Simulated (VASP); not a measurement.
Output of a VASP run:

File OUTCAR:
```
 ion  position               nearest neighbor table
   1  0.333  0.667  0.664-   5 3.03   5 3.03   5 3.03   6 3.03   6 3.03   6 3.03
   2  0.667  0.333  0.336-   4 3.03   4 3.03   4 3.03   6 3.03   6 3.03   6 3.03
   3  0.000  0.000  0.000-   4 3.09   5 3.09   5 3.09   4 3.09   5 3.09   4 3.09
   4  0.333  0.667  0.174-   2 3.03   2 3.03   2 3.03   3 3.09   3 3.09   3 3.09
   5  0.667  0.333  0.826-   1 3.03   1 3.03   1 3.03   3 3.09   3 3.09   3 3.09
   6  0.000  0.000  0.500-   1 3.03   2 3.03   2 3.03   1 3.03   2 3.03   1 3.03
  LATTYP: Found a hexagonal cell.
 ALAT       =     4.3118577703
 C/A-ratio  =     2.4531437233
 Subroutine PRICEL returns:
 Original cell was already a primitive cell.
 Subroutine GETGRP returns: Found 12 space group operations
The static configuration has the point symmetry D_3d.
The dynamic configuration has the point symmetry D_3d.
 Subroutine INISYM returns: Found 12 space group operations
 Subroutine IBZKPT returns following result:
 Found      8 irreducible k-points:

 Following reciprocal coordinates:
            Coordinates               Weight
  0.000000  0.000000  0.000000      1.000000
  0.250000  0.000000  0.000000      6.000000
  0.500000  0.000000  0.000000      3.000000
  0.250000  0.250000  0.000000      6.000000
  0.000000  0.000000  0.500000      1.000000
  0.250000  0.000000  0.500000      6.000000
  0.500000  0.000000  0.500000      3.000000
  0.250000  0.250000  0.500000      6.000000
 Subroutine IBZKPT_HF returns following result:
   k-points           NKPTS =      8   k-points in BZ     NKDIM =     32   number of bands    NBANDS=     36
   number of dos      NEDOS =    301   number of ions     NIONS =      6
   total plane-waves  NPLWV =  54880
   dimension x,y,z NGX =    28 NGY =   28 NGZ =   70
   dimension x,y,z NGXF=    56 NGYF=   56 NGZF=  140
   ions per type =               2   1   3
   PREC   = accura    normal or accurate (medium, high low for compatibility)
   ISTART =      1    job   : 0-new  1-cont  2-samecut
   ICHARG =      0    charge: 1-file 2-atom 10-const
   ISPIN  =      1    spin polarized calculation?
   LNONCOLLINEAR =      F non collinear calculations
   LSORBIT =      F    spin-orbit coupling
   INIWAV =      1    electr: 0-lowe 1-rand  2-diag
   ENCUT  =  400.0 eV  29.40 Ry    5.42 a.u.   7.03  7.03 17.25*2*pi/ulx,y,z
   NELM   =     60;   NELMIN=  2; NELMDL=  0     # of ELM steps
   EDIFF  = 0.1E-05   stopping-criterion for ELM
   LREAL  =      F    real-space projection
   NLSPLINE    = F    spline interpolate recip. space projectors
   LMAXMIX     =    4 max onsite mixed and CHGCAR
   VOSKOWN=      0    Vosko Wilk Nusair interpolation
   EDIFFG = 0.1E-04   stopping-criterion for IOM
   NSW    =      0    number of steps for IOM
   NBLOCK =      1;   KBLOCK =      1    inner block; outer block
   IBRION =     -1    ionic relax: 0-MD 1-quasi-New 2-CG
   NFREE  =      0    steps in history (QN), initial steepest desc. (CG)
   ISIF   =      2    stress and relaxation
   ISYM   =      3    0-nonsym 1-usesym 2-fastsym
   TEIN   =    0.0    initial temperature
   TEBEG  =    0.0;   TEEND  =   0.0 temperature during run
   SMASS  =  -3.00    Nose mass-parameter (am)
   PSTRESS=    0.0 pullay stress
   NELECT =      60.0000    total number of electrons
   EFERMI =   0.00;   METHOD = LEGACY
   ISMEAR =     0;   SIGMA  =   0.05  broadening in eV -4-tet -1-fermi 0-gaus
   IALGO  =     38    algorithm
   LDIAG  =      T    sub-space diagonalisation (order eigenvalues)
   IMIX   =      1    mixing-type and parameters
     AMIX     =   0.40;   BMIX     =  1.00
     AMIX_MAG =   1.60;   BMIX_MAG =  1.00
     AMIN     =   0.10
   GGA     = PE    functional components
   VOSKOWN =     0    Vosko Wilk Nusair interpolation
   LHFCALC =     T    Hartree Fock is set to
   NKREDX  =     1    reduce k-point grid by
   AEXX    =    0.2500 exact exchange contribution
   HFSCREEN=    0.2000 screening length (either q_TF or 0.3 A-1)
   HFRCUT  =    0.0000 spherical cutoff for potential kernel
   AGGAX   =    0.7500 GGA exchange part
   ALDAC   =    1.0000 LDA correlation
   AGGAC   =    1.0000 GGA correlation
...
```

File OSZICAR:
```
       N       E                     dE             d eps       ncg     rms          rms(c)
DAV:   1    -0.293044143563E+02   -0.29304E+02   -0.14170E+00   584   0.922E+00    0.222E+00
DAV:   2    -0.293328817291E+02   -0.28467E-01   -0.13227E-01   668   0.154E+00    0.135E+00
DAV:   3    -0.293276119794E+02    0.52697E-02   -0.12762E-02   724   0.728E-01    0.806E-01
DAV:   4    -0.293252040639E+02    0.24079E-02   -0.61700E-03   640   0.399E-01    0.478E-01
DAV:   5    -0.293250533614E+02    0.15070E-03   -0.14410E-03   700   0.214E-01    0.282E-01
DAV:   6    -0.293249706004E+02    0.82761E-04   -0.13750E-04   692   0.906E-02    0.157E-01
DAV:   7    -0.293249192766E+02    0.51324E-04   -0.43127E-05   648   0.455E-02    0.810E-02
DAV:   8    -0.293249066000E+02    0.12677E-04   -0.20427E-05   580   0.223E-02    0.408E-02
DAV:   9    -0.293249043292E+02    0.22708E-05   -0.39447E-06   560   0.103E-02    0.223E-02
DAV:  10    -0.293249040591E+02    0.27008E-06   -0.98404E-07   396   0.611E-03
   1 F= -.29324904E+02 E0= -.29323499E+02  d E =-.280982E-02
       N       E                     dE             ncg
```

File OUTCAR:
```
------------------------ aborting loop because EDIFF is reached ----------------------------------------
  FORCE on cell =-STRESS in cart. coord.  units (eV):
  Direction    XX          YY          ZZ          XY          YZ          ZX
  --------------------------------------------------------------------------------------
  Total       -0.9802650     -0.9802650     -1.0226089      0.0000000      0.0000000      0.0000000
  in kB       -9.2216183     -9.2216190     -9.6199591      0.0000000      0.0000000      0.0000000
  external PRESSURE =      -9.3543988 kB  Pullay stress =       0.0000000 kB
  volume of cell :      170.31
      direct lattice vectors                 reciprocal lattice vectors
     4.311857770  0.000000000  0.000000000     0.231918596  0.133898259  0.000000000
    -2.155928885  3.734178503  0.000000000     0.000000000  0.267796518  0.000000000
     0.000000000  0.000000000 10.577606825     0.000000000  0.000000000  0.094539343
 POSITION                                       TOTAL-FORCE (eV/Angst)
 -----------------------------------------------------------------------------------
     -0.00000      2.48945      7.02102        -0.000000      0.000000      0.009808
      2.15593      1.24472      3.55659         0.000000     -0.000000     -0.009808
      0.00000      0.00000      0.00000        -0.000000      0.000000      0.000000
     -0.00000      2.48945      1.83597        -0.000000      0.000000      0.007765
      2.15593      1.24472      8.74163         0.000000     -0.000000     -0.007765
      0.00000      0.00000      5.28880        -0.000000      0.000000      0.000000
 -----------------------------------------------------------------------------------
    total drift:                                0.000005     -0.000003     -0.000074
  FREE ENERGIE OF THE ION-ELECTRON SYSTEM (eV)
  ---------------------------------------------------
  free  energy   TOTEN  =       -29.3249040591 eV

  energy  without entropy=      -29.3220942347  energy(sigma->0) =      -29.32349915

  exchange ACFDT corr.  =         0.00000000  see jH, gK, PRB 81, 115126
```
(Selected blocks of OUTCAR.)

**POSCAR**
```
Sn2PbSe3
1
    4.3118577703    -0.0000000000     0.0000000000
   -2.1559288852     3.7341785027     0.0000000000
    0.0000000000     0.0000000000    10.5776068248
Sn Pb Se
2 1 3
Direct
  0.3333330000   0.6666670000   0.6637626700
  0.6666670000   0.3333330000   0.3362373300
  0.0000000000   1.0000000000   1.0000000000
  0.3333330000   0.6666670000   0.1735717704
  0.6666670000   0.3333330000   0.8264282296
  0.0000000000   1.0000000000   0.5000000000
```

Task: Reconstruct the remaining input files.

Result: Several could match; the one computed here: the input of the run itself, HSE06 screened hybrid, plane waves, VASP's PBE PAW potentials (set 64).

INCAR:
```
SYSTEM = Sn2PbSe3
PREC = Accurate; ENCUT = 400; LREAL = F
LASPH = T; ISYM = 3
EDIFF = 1E-6; NELM = 60; ALGO = Normal
LMAXMIX = 4
ISMEAR = 0; SIGMA = 0.05
GGA = PE; LHFCALC = T; AEXX = 0.25
HFSCREEN = 0.2; PRECFOCK = Fast
ISIF = 2
LWAVE = F; LCHARG = F
```

### KPOINTS
```
Automatic mesh
0
Gamma
4 4 2
0 0 0
```

File KPOINTS_OPT:
```
named points and PBE's band edges
8
Reciprocal
  0.000000   0.000000   0.000000 1 ! GAMMA
  0.000000   0.000000   0.500000 1 ! A
  0.333330   0.333330   0.000000 1 ! K
  0.333330   0.333330   0.500000 1 ! H
  0.500000   0.000000   0.000000 1 ! M
  0.500000   0.000000   0.500000 1 ! L
  0.481480   0.037040   0.500000 1 ! near an edge
  0.462960   0.074070   0.500000 1 ! near an edge
```

POTCAR, in this order: Sn_d Pb_d Se (PBE.64 set). Program: vasp_std. Read from the step before: WAVECAR.

The structure comes from a computed database's Sn2PbSe3 entry (P-3m1); how it stands against other phases isn't given here. It was relaxed first. The k-mesh is coarse (spacing up to 0.42 per Å, 2π included), so the numbers may not be converged in it.
